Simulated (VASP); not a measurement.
An input for Ansatz (written as the equivalent of a VASP run, and not itself run):

Ansatz 0.2 input:
```yaml
crystal:
  lattice:
    - [0.0000000, 3.2800153, 3.2800153]
    - [3.2800153, 0.0000000, 3.2800153]
    - [3.2800153, 3.2800153, 0.0000000]
  atoms:
    - { symbol: Te, position: [0.5000000, 0.5000000, 0.5000000] }
    - { symbol: Pb, position: [0.0000000, 0.0000000, 0.0000000] }
kpoints:
  mp_grid: { grid: [6, 6, 6] }
hamiltonian:
  xc: pbe
  pseudopotentials: { kind: paw }
scf:
  occupations: { method: gaussian, width: 0.05 }
  max_iter: 100
relax:
  max_steps: 60
  f_tol: 0.01
  cell: {}
output: { forces: true, stress: true, eigenvalues: true }
```

Q: Write the VASP files for the same calculation (PBE).

A: This is not unique; one that fits is 
File KPOINTS:
```
Automatic mesh
0
Gamma
6 6 6
0 0 0
```

**INCAR**
```
# general
SYSTEM   =  PbTe
PREC     =  Accurate
ENCUT    =  480   # plane-wave cut-off (eV)
LREAL    =  .False.   # projection in real space or not
LASPH    =  .True.   # aspherical one-centre terms

# electronic loop
EDIFF    =  1E-6
NELM     =  100
ALGO     =  Normal   # blocked Davidson
LMAXMIX  =  4

# smearing
ISMEAR   =  0   # Gaussian
SIGMA    =  0.05

# functional
GGA      =  PE

# ions
IBRION   =  2   # conjugate gradients
NSW      =  60
ISIF     =  3
EDIFFG   =  -0.01   # ionic stop

# output
LWAVE    =  .False.
LCHARG   =  .False.
```

POSCAR:
```
PbTe
1
    0.0000000000     3.2800152784     3.2800152784
    3.2800152784    -0.0000000000     3.2800152784
    3.2800152784     3.2800152784    -0.0000000000
Te Pb
1 1
Direct
  0.5000000000   0.5000000000   0.5000000000
  0.0000000000   0.0000000000   0.0000000000
```

POTCAR, in this order: Te Pb (PBE.64 set). Program: vasp_std.

What does not carry over: each code has its own PAW files, so the cut-off isn't converted (ENCUT is set for VASP's; basis.ecutwfc is left out, and Ansatz then takes the one that its files recommend); Ansatz stops its SCF on the density residual and VASP on the energy change (EDIFF).

The compound is PbTe in the rock salt structure. It was relaxed first. The start is the result of an earlier pass.
